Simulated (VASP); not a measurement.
# Ni(111) in VASP, part 2 of 2

Wanted: what it costs to take an electron out of Ni(111), held as cut.

VASP 6.6.1; r2SCAN, spin-polarised from a ferromagnetic start; plane waves and PAW (Ni).

Still holding for the runs below: The magnetic state follows from one typed start and may not be the lowest.

So far: The starting structure; Vacuum level and density of states.

### Step 2. Vacuum level and density of states (continued)

The density of states has structure finer than the step of the table below, so its rows give means over 0.5 eV, whole bins alone (the curve runs from -11.1 to 7.91 eV). Peaks (eV: height): total up -2.76: 11.5, -1.24: 12.3; total down -1.82: 11.0, 0.29: 8.52; Ni s up -5.01: 0.537, -0.15: 0.128, 6.67: 0.302; Ni s down -4.51: 0.487, -1.89: 0.126, 1.30: 0.0935, 7.11: 0.327; Ni p up -2.98: 0.417, 2.54: 0.400, 3.26: 0.405, 7.62: 0.363.

Means over bins of 0.073 eV. The density of states by energy, zero at the Fermi level; means over each step; 7 of 8 lines; values in states/eV/cell:

```
energy (eV)  total up  total down  Ni s up  Ni s down  Ni p up  Ni p down  Ni d up
      -10.5         0           0        0          0        0          0        0
      -10.0    7.8e-5     0.00143   5.0e-5    0.00101        0          0        0
       -9.5    0.0127      0.0478  0.00934     0.0347   1.0e-4     9.5e-4        0
       -9.0    0.0975       0.147   0.0701      0.103  0.00304    0.00662        0
       -8.5     0.193       0.215    0.133      0.144   0.0112     0.0155   6.6e-4
       -8.0     0.253       0.295    0.165      0.187   0.0219     0.0295  0.00355
       -7.5     0.337       0.343    0.207      0.205   0.0374     0.0433  0.00958
       -7.0     0.404       0.413    0.230      0.230   0.0543     0.0612   0.0220
       -6.5     0.537       0.505    0.278      0.260   0.0812     0.0843   0.0518
       -6.0     0.702       0.609    0.311      0.282    0.110      0.110    0.127
       -5.5      1.26       0.794    0.403      0.319    0.156      0.145    0.469
       -5.0      3.01        1.21    0.524      0.373    0.228      0.190     1.85
       -4.5      5.54        2.40    0.408      0.458    0.289      0.247     4.29
       -4.0      6.21        3.13    0.158      0.367    0.321      0.274     5.22
       -3.5      6.70        4.25   0.0606      0.213    0.361      0.285     5.81
       -3.0      9.72        5.45   0.0907     0.0982    0.405      0.331     8.68
       -2.5      10.0        5.89   0.0907     0.0696    0.320      0.365     9.11
       -2.0      9.01        9.51   0.0818      0.111    0.221      0.548     8.31
       -1.5      11.5        10.1   0.0700     0.0902    0.153      0.463     10.9
       -1.0      7.95        8.86   0.0741     0.0442    0.100      0.262     7.62
       -0.5      1.34        7.08   0.0947     0.0294    0.126      0.164     1.02
        0.0      1.04        7.47    0.112     0.0404    0.201      0.111    0.582
        0.5      1.04        6.03    0.121     0.0685    0.248      0.135    0.496
        1.0     0.951        1.61    0.112     0.0810    0.260      0.186    0.399
        1.5     0.978        1.23    0.110     0.0882    0.307      0.226    0.357
        2.0     0.879        1.16   0.0924     0.0888    0.298      0.276    0.293
        2.5      1.01        1.03    0.101     0.0760    0.376      0.293    0.300
        3.0     0.824        1.05   0.0662     0.0802    0.332      0.320    0.227
        3.5     0.858       0.910   0.0674     0.0569    0.353      0.317    0.232
        4.0     0.693       0.826   0.0491     0.0501    0.285      0.293    0.183
        4.5     0.689       0.712   0.0356     0.0407    0.285      0.249    0.165
        5.0     0.751       0.840   0.0376     0.0300    0.236      0.263    0.145
        5.5     0.774       0.760   0.0582     0.0309    0.180      0.185    0.135
        6.0      1.02       0.757    0.189     0.0366    0.156      0.155    0.225
        6.5      1.44        1.02    0.278      0.164    0.233      0.125    0.309
        7.0      1.61        1.63    0.279      0.307    0.279      0.226    0.314
        7.5      1.62        1.73    0.215      0.279    0.334      0.286    0.296
```

The planar average of the electrostatic potential oscillates, so the rows of the table below give means over windows of 2 Å about each position, cut where the curve ends. Its maxima inside the range that stand out by 2 % of the span (Å: eV): 10.0: -0.151, 12.0: -0.167, 14.0: -0.207, 16.2: -0.207, 18.2: -0.167, 20.2: -0.151. Its minima: 9.0: -20.5, 11.1: -20.6, 13.1: -20.7, 15.1: -20.7, 17.1: -20.7, 19.1: -20.6, 21.2: -20.5.

Zero at the Fermi level. Table of planar average of the electrostatic potential by height; means over each step:

height (Å), planar average of the electrostatic potential (eV) and a bar from the least value:
```
     1.00        4.8 ##############################
     3.00        4.8 ##############################
     5.00        4.8 ##############################
     7.00        4.2 #############################
     9.00       -9.2 #
    11.00       -9.5 
    13.00       -9.4 
    15.00       -9.4 
    17.00       -9.4 
    19.00       -9.5 
    21.00       -9.3 
    23.00        3.7 ############################
    25.00        4.8 ##############################
    27.00        4.8 ##############################
    29.00        4.8 ##############################
```

Density of states in the PAW spheres, an atom over height of the layer and energy from the Fermi level.

Ten even steps from '0' (0.04 states/eV) to '9' (3.40 states/eV), each cell a mean:
```
3333333
2333332
3233323
5444445
8788878
9888889
8776778
7555557
6666666
4555554
3444443
2333332
2433342
1222221
0111110
0000000
0000000
0000000
0000000
0000000
0000000
0000000
```
Columns: height of the layer (Å) from 9 to 21.2; rows upwards: energy from the Fermi level (eV) from -7.9 to 0.5.

Spin down. Electronic bands along the path, in eV, zero at the Fermi level; # counts the bands kept:

```
          point    #27    #28    #29    #30    #31    #32    #33    #34
              Γ  -1.18  -0.89  -0.89  -0.86  -0.86  -0.76  -0.76  -0.63
0.46 of the way  -0.90  -0.89  -0.75  -0.73  -0.64  -0.62  -0.56  -0.53
              M  -0.22   0.21   0.23   0.30   0.40   0.47   0.50   0.54
0.54 of the way  -0.64  -0.53   0.01   0.03   0.10   0.28   0.44   0.47
              K  -0.96  -0.96  -0.06  -0.06   0.11   0.29   0.29   0.42
0.46 of the way  -0.89  -0.89  -0.74  -0.53  -0.16  -0.03   0.03   0.08
              Γ  -1.18  -0.89  -0.89  -0.86  -0.86  -0.76  -0.76  -0.63
```

Force by atom:

```
atom  x (eV/Å)  y (eV/Å)  z (eV/Å)   size
 Ni1     0.000     0.000     0.259  0.259
 Ni2     0.000     0.000    -0.114  0.114
 Ni3     0.000     0.000    -0.012  0.012
 Ni4     0.000     0.000     0.000  0.000
 Ni5     0.000     0.000     0.012  0.012
 Ni6     0.000     0.000     0.114  0.114
 Ni7     0.000     0.000    -0.259  0.259
```

Spin density in the ca plane at fractional y = 0.000, with atoms of Ni within 0.2 Å of it.

Values in e/Å³, 5 rows by 16 columns, each cell a mean:
```
0.0 0.0 0.0 0.0 0.2 0.6 0.0 0.0 0.0 0.0 0.1 0.7 0.0 0.0 0.0 0.0
0.0 0.0 0.0 0.0 0.0 0.0 0.0 0.0 0.0 0.0 0.0 0.1 0.0 0.0 0.0 0.0
0.0 0.1 0.0 0.0 0.0 0.0 0.0 0.1 0.0 0.0 0.0 0.0 0.0 0.0 0.0 0.0
0.0 0.0 0.0 0.0 0.0 0.2 0.0 0.0 0.0 0.0 0.0 0.2 0.0 0.0 0.0 0.0
0.0 0.0 0.0 0.0 0.3 0.8 0.0 0.0 0.0 0.0 0.3 1.0 0.0 0.0 0.0 0.0
```
Columns run along c (16.0 Å, from fractional 0.34 to 0.87 of the cell), rows up along a (2.5 Å). Atoms in or near the plane, at fractional coordinates: Ni at (0.50, 0.00), Ni at (0.70, 0.00).

ELF of up spins in the ca plane at fractional y = 0.000, with atoms of Ni within 0.2 Å of it. It is the smooth field of the valence electrons, not physical close to the nuclei.

Ten even steps from '0' (0.00) to '9' (0.36), each cell a mean:
```
66666666676520025666666666655100343340000000
55555655556542245655556555555312443370100000
55555555555555555555555555555555554310000000
55445554455665566544555544556656665310100000
55455555455655556554555555556555555321100000
55555655555553355555556555555434544212100000
56556665666520035665566656655101343390100000
67777677786510025787776777754000243500000000
```
Columns run along c (16.0 Å, from fractional 0.34 to 0.87 of the cell), rows up along a (2.5 Å). Atoms in or near the plane, at fractional coordinates: Ni at (0.50, 0.00), Ni at (0.70, 0.00).

Valence density in the ca plane at fractional y = 0.000, with atoms of Ni within 0.2 Å of it. It is the smooth field of the valence electrons, not physical close to the nuclei.

Values in units of 1e0 e/Å³, 5 rows by 16 columns, each cell a mean:
```
0.3 0.3 0.2 0.3 1.9 4.9 0.3 0.3 0.2 0.3 1.3 5.4 0.2 0.0 0.0 0.0
0.4 0.5 0.4 0.5 0.4 0.7 0.4 0.5 0.3 0.5 0.4 0.7 0.1 0.0 0.0 0.0
0.5 0.7 0.5 0.7 0.3 0.3 0.4 0.8 0.4 0.8 0.3 0.3 0.1 0.0 0.0 0.0
0.3 0.4 0.3 0.4 0.8 1.7 0.3 0.4 0.3 0.4 0.6 1.8 0.1 0.0 0.0 0.0
0.3 0.2 0.2 0.3 2.7 7.0 0.3 0.2 0.2 0.3 1.8 7.8 0.2 0.0 0.0 0.0
```
Columns run along c (16.0 Å, from fractional 0.34 to 0.87 of the cell), rows up along a (2.5 Å). Atoms in or near the plane, at fractional coordinates: Ni at (0.50, 0.00), Ni at (0.70, 0.00).

Only the dipole across the slab is computed (IDIPOL = 3); zeros along the plane are no results.

The map of layer states is cut here 0.5 eV above the Fermi level, so it leaves out the states above that.

The program warns that it found no field-free vacuum at its default tolerance, so these levels carry more doubt.

On this mesh the fine structure of the density of states is sampling noise, and high empty states may be cut by the number of bands.

### Step 3. Derived quantities

This step: slab, r2SCAN; plane waves and PAW (VASP 6.6.1).

No new run; the numbers come from the runs before.

### Step 4. Slab, other settings: NBANDS = 47

This step: r2SCAN, spin-polarised from a ferromagnetic start; plane waves and PAW (Ni) (VASP 6.6.1).

The run is repeated with some settings moved, to see what they change.

INCAR reads:

```
SYSTEM = Ni
PREC = Normal
ENCUT = 300
EDIFF = 1E-06
NELM = 120
ISMEAR = -1
SIGMA = 0.1
LREAL = .FALSE.
ALGO = Normal
METAGGA = R2SCAN
LASPH = .TRUE.
NBANDS = 47
ISPIN = 2
MAGMOM = 1 1 1 1 1 1 1
LMAXMIX = 4
LORBIT = 11
LWAVE = .FALSE.
LCHARG = .FALSE.
KPAR = 2
IDIPOL = 3
LDIPOL = .TRUE.
DIPOL = 0.5 0.5 0.5
LVHAR = .TRUE.
LVACPOTAV = .TRUE.
```

POSCAR reads:

```
Ni
1.0
    2.4890158698      0.0000000000      0.0000000000
    1.2445079349      2.1555509736      0.0000000000
    0.0000000000      0.0000000000     30.1936376853
Ni
7
Direct
    0.0000000000      0.0000000000      0.2980760415
    0.3333333333      0.3333333333      0.3653840277
    0.6666666667      0.6666666667      0.4326920138
    0.0000000000      0.0000000000      0.5000000000
    0.3333333333      0.3333333333      0.5673079862
    0.6666666667      0.6666666667      0.6346159723
    0.0000000000      0.0000000000      0.7019239585
```

KPOINTS reads:

```
Automatic mesh
0
Gamma
21 21 1
0 0 0
```

Potentials, in the order of the species: Ni (PBE family, release 64).

On the command line:

```console
$ mpirun -np 2 vasp_std
```

What it wrote:

```text
[banner, memory and clock lines left out]
running    2 mpi-ranks, on    1 nodes
 distrk:  each k-point on    1 cores,    2 groups
 distr:  one band on    1 cores,    1 groups

 POSCAR found type information on POSCAR Ni
 POSCAR found :  1 types and       7 ions
 [... a notice as in an earlier step ...]

 LDA part: xc-table for (None), standard interpolation
 POSCAR, INCAR and KPOINTS ok, starting setup
 FFT: planning ... GRIDC
 FFT: planning ... GRID_SOFT
 FFT: planning ... GRID
 WAVECAR not read
 entering main loop
       N       E                     dE             d eps       ncg     rms          rms(c)
DAV:   1     0.371659195037E+03    0.37166E+03   -0.23761E+04  9080   0.120E+03
DAV:   2    -0.661336675455E+02   -0.43779E+03   -0.41688E+03  9115   0.309E+02
DAV:   3    -0.984437610844E+02   -0.32310E+02   -0.30748E+02  9773   0.117E+02
DAV:   4    -0.988720503122E+02   -0.42829E+00   -0.42657E+00  9896   0.149E+01
DAV:   5    -0.988835803187E+02   -0.11530E-01   -0.11530E-01 13949   0.150E+00    0.273E+01
DAV:   6    -0.910505096429E+02    0.78331E+01   -0.11715E+02  9938   0.137E+02    0.366E+01
DAV:   7    -0.101061754632E+03   -0.10011E+02   -0.65634E+01 10392   0.169E+02    0.467E+01
DAV:   8    -0.892543543339E+02    0.11807E+02   -0.51373E+01 13281   0.901E+01    0.351E+01
DAV:   9    -0.841715743027E+02    0.50828E+01   -0.25507E+01 13072   0.622E+01    0.236E+01
DAV:  10    -0.841863405114E+02   -0.14766E-01   -0.22136E+01 12565   0.835E+01    0.237E+01
DAV:  11    -0.836140241189E+02    0.57232E+00   -0.48152E+00 10776   0.426E+01    0.248E+01
DAV:  12    -0.819183501305E+02    0.16957E+01   -0.27551E+00 10846   0.276E+01    0.119E+01
DAV:  13    -0.819527757094E+02   -0.34426E-01   -0.12740E+00 11554   0.157E+01    0.554E+00
DAV:  14    -0.820419269563E+02   -0.89151E-01   -0.11463E+00 12436   0.140E+01    0.411E+00
DAV:  15    -0.821994168926E+02   -0.15749E+00   -0.45738E-01 13066   0.964E+00    0.692E+00
DAV:  16    -0.821329865052E+02    0.66430E-01   -0.21017E-01 10619   0.687E+00    0.673E+00
DAV:  17    -0.820169775459E+02    0.11601E+00   -0.25311E-01 11485   0.820E+00    0.534E+00
DAV:  18    -0.820450500775E+02   -0.28073E-01   -0.10736E+00 12868   0.151E+01    0.698E+00
DAV:  19    -0.821756953583E+02   -0.13065E+00   -0.19422E-01 11413   0.558E+00    0.675E+00
DAV:  20    -0.822468076322E+02   -0.71112E-01   -0.76361E-02 11641   0.356E+00    0.577E+00
DAV:  21    -0.822554649108E+02   -0.86573E-02   -0.61444E-02 12444   0.323E+00    0.430E+00
DAV:  22    -0.822699890614E+02   -0.14524E-01   -0.30687E-02 11596   0.202E+00    0.376E+00
DAV:  23    -0.822840008341E+02   -0.14012E-01   -0.32531E-02 11681   0.309E+00    0.293E+00
DAV:  24    -0.822854413881E+02   -0.14406E-02   -0.47720E-02 12937   0.368E+00    0.196E+00
DAV:  25    -0.822808698868E+02    0.45715E-02   -0.24552E-02 12951   0.193E+00    0.108E+00
DAV:  26    -0.822875359791E+02   -0.66661E-02   -0.10302E-02 11919   0.114E+00    0.931E-01
DAV:  27    -0.822897485524E+02   -0.22126E-02   -0.90968E-03 14164   0.112E+00    0.694E-01
DAV:  28    -0.822882237249E+02    0.15248E-02   -0.58376E-03 12920   0.109E+00    0.409E-01
DAV:  29    -0.822915548256E+02   -0.33311E-02   -0.64057E-03 13305   0.802E-01    0.525E-01
DAV:  30    -0.822910526487E+02    0.50218E-03   -0.27685E-03 12650   0.744E-01    0.438E-01
DAV:  31    -0.822898523824E+02    0.12003E-02   -0.10482E-03 11615   0.345E-01    0.308E-01
DAV:  32    -0.822883591752E+02    0.14932E-02   -0.63667E-04 12585   0.367E-01    0.190E-01
DAV:  33    -0.822870237284E+02    0.13354E-02   -0.36732E-04 11343   0.228E-01    0.174E-01
DAV:  34    -0.822859778831E+02    0.10458E-02   -0.40915E-04 12526   0.278E-01    0.786E-02
DAV:  35    -0.822858437227E+02    0.13416E-03   -0.29322E-04 12584   0.223E-01    0.502E-02
DAV:  36    -0.822856153602E+02    0.22836E-03   -0.74772E-05  9876   0.867E-02    0.454E-02
DAV:  37    -0.822856462025E+02   -0.30842E-04   -0.74677E-05 11878   0.988E-02    0.300E-02
DAV:  38    -0.822857458185E+02   -0.99616E-04   -0.33654E-05 11101   0.102E-01    0.130E-02
DAV:  39    -0.822857541372E+02   -0.83187E-05   -0.25708E-05 11780   0.636E-02    0.130E-02
DAV:  40    -0.822857923291E+02   -0.38192E-04   -0.12278E-05  9367   0.393E-02    0.497E-03
DAV:  41    -0.822857915134E+02    0.81569E-06   -0.56986E-06  8143   0.189E-02
 [... a notice as in an earlier step ...]

   1 F= -.82285792E+02 E0= -.82146526E+02  d E =-.278530E+00  mag=     5.3351
 [... a notice as in an earlier step ...]
```

Wall time 8.9 min (2 MPI ranks of Intel Xeon 6975P-C (Granite Rapids), shared host); peak memory 0.61 GiB.

OUTCAR, selected parts (step 4):

```text
The static configuration has the point symmetry D_3d.

 Found     48 irreducible k-points:

   k-points           NKPTS =     48   k-points in BZ     NKDIM =     48   number of bands    NBANDS=     47

   NELECT =      70.0000    total number of electrons

 E-fermi :   1.8842

 spin component 1
 k-point     1 :       0.0000    0.0000    0.0000
  band No.  band energies     occupation
    ...
     39       0.6980      0.99999
     40       0.7889      0.99998
     41       0.7891      0.99998
     42       1.3713      0.99411
     43       1.7946      0.71019
     44       6.4931      0.00000
     45       6.7196      0.00000
     46       7.1982      0.00000
     47       8.1844      0.00000

 k-point     2 :       0.0476    0.0000    0.0000
  band No.  band energies     occupation
    ...
     38       0.5962      1.00000
     39       0.6984      0.99999
     40       0.7916      0.99998
     41       0.8806      0.99996
     42       1.6660      0.89865
     43       2.1191      0.08715
     44       6.5633      0.00000
     45       6.7928      0.00000
     46       7.2624      0.00000
     47       8.2542      0.00000

 k-point     3 :       0.0952    0.0000    0.0000
  band No.  band energies     occupation
    ...
     37       0.5986      1.00000
     38       0.6823      0.99999
     39       0.6997      0.99999
     40       0.7987      0.99998
     41       1.2911      0.99735
     42       2.2100      0.03706
     43       2.7724      0.00014
     44       6.7725      0.00000
     45       7.0122      0.00000
     46       7.4534      0.00000
    ...

 k-point     4 :       0.1429   -0.0000    0.0000
  band No.  band energies     occupation
    ...
     37       0.6012      1.00000
     38       0.7024      0.99999
     39       0.8096      0.99998
     40       0.9458      0.99992
     41       1.7624      0.77179
     42       2.8406      0.00007
     43       3.5555      0.00000
     44       7.1163      0.00000
     45       7.3777      0.00000
     46       7.7680      0.00000
    ...

  Total       -4.6482771     -4.6482771     -3.1031791      0.0000000      0.0000000      0.0000000
  in kB      -45.9728244    -45.9728244    -30.6913517      0.0000000      0.0000000      0.0000000
  external PRESSURE =     -40.8790001 kB  Pullay stress =       0.0000000 kB

 POSITION                                       TOTAL-FORCE (eV/Angst)
 -----------------------------------------------------------------------------------
      0.00000      0.00000      9.00000        -0.000000     -0.000000      0.259162
      1.24451      0.71852     11.03227        -0.000000     -0.000000     -0.114207
      2.48902      1.43703     13.06455         0.000000      0.000000     -0.011594
      0.00000      0.00000     15.09682         0.000000      0.000000      0.000000
      1.24451      0.71852     17.12909         0.000000     -0.000000      0.011594
      2.48902      1.43703     19.16136        -0.000000      0.000000      0.114207
      0.00000      0.00000     21.19364         0.000000      0.000000     -0.259162
 -----------------------------------------------------------------------------------
    total drift:                                0.000000      0.000000      0.000000

  FREE ENERGIE OF THE ION-ELECTRON SYSTEM (eV)
  ---------------------------------------------------
  free  energy   TOTEN  =       -82.2857915134 eV

  energy  without entropy=      -82.0072612104  energy(sigma->0) =      -82.14652636

 magnetization (x)
# of ion       s       p       d       tot
------------------------------------------
    1       -0.005  -0.037   0.874   0.831
    2       -0.008  -0.044   0.851   0.798
    3       -0.010  -0.041   0.794   0.743
    4       -0.011  -0.043   0.804   0.751
    5       -0.010  -0.041   0.794   0.743
    6       -0.008  -0.044   0.851   0.798
    7       -0.005  -0.037   0.874   0.831
--------------------------------------------------
tot         -0.059  -0.288   5.841   5.494

[... 9 parts as in an earlier step ...]

[... 9 further parts left out ...]
```

This step gave:

* electronic cycles: 41
* Fermi energy: 1.884 eV

Force by atom:

(Unchanged from step 2.)

Settings moved on purpose: NBANDS = 47.

Side by side:

```
                                              quantity  this run  the run it repeats  difference
                          energy at zero smearing (eV)   -82.147             -82.147      8.3e-6
                              free energy (TOTEN) (eV)   -82.286             -82.286      2.8e-5
                                     Fermi energy (eV)    1.8842               1.886    -0.00180
moment of the cell, from the last line of the log (μB)    5.3351               5.335      1.0e-4
                                     electronic cycles        41                  56         -15
```

The energy stays within 0.1 meV an atom.

### Step 5. Results

* work function of the slab: 4.83 eV

**Reading.** The work function is 4.83 eV at both faces. The program warned about the flatness of the vacuum, which adds doubt to these levels. The largest moment is 0.83 μB. No atom was relaxed. The cell in the plane was kept as given and was not relaxed here.

[Lines on the potential files, build, host, timing and source positions are cut from VASP's logs without a mark.]

[Logs are printed without paths, hosts, clocks, repeated set-up lines and the standing remarks that a program may print on its own settings, such as how far it seeks lower states.]

[Hosts, paths, dates, database ids (printed as entryN), source tags and the programs' standing remarks are cut or masked in the printed files.]

[In band tables of VASP the shares of atoms and orbitals are scaled to a sum of 1 inside the atoms' spheres.]

[Runs that stopped without an error message from VASP are left out.]
